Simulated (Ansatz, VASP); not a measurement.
Cd2SO in VASP and in Ansatz

```
O Cd S
1.0
     3.65083   -0.07156    0.00000
    -0.07156    3.65083    0.00000
     0.00000    0.00000    5.03288
O Cd S
1 2 1
Direct
  0.00000 0.00000 0.00000
  0.00000 0.00000 0.50000
  0.50000 0.50000 0.00000
  0.50000 0.50000 0.50000
```

Change from the starting cell: shear_xy strain -3.9%.

Alike in both runs: task single point; functional r2SCAN; k mesh 8 × 8 × 6; occupations fermi-dirac, width 0.02 eV; no spin polarisation.

|  | VASP | Ansatz |
| --- | --- | --- |
| version | VASP 6.6.1 | Ansatz 0.2.0 |
| potentials or method | VASP PAW PBE potentials, release 64 (O, Cd, S) | plane waves, PAW |
| plane-wave cutoff (eV) | 520 | 500 |
| valence electrons in the cell | 36 | 52 |

VASP gave:

```
pressure (GPa)                                  : 1.1
largest component of the traceless stress (GPa) : 1.75
```

Task: What did Ansatz give for the same quantities?

Result: Pressure (GPa): 0.2; largest component of the traceless stress (GPa): 1.63.

The two sets of potentials don't hold the same shells in valence.

Caveats: the PAW data sets were made with another functional, which shifts forces and pressure a little (VASP). A k mesh can miss the band edges.
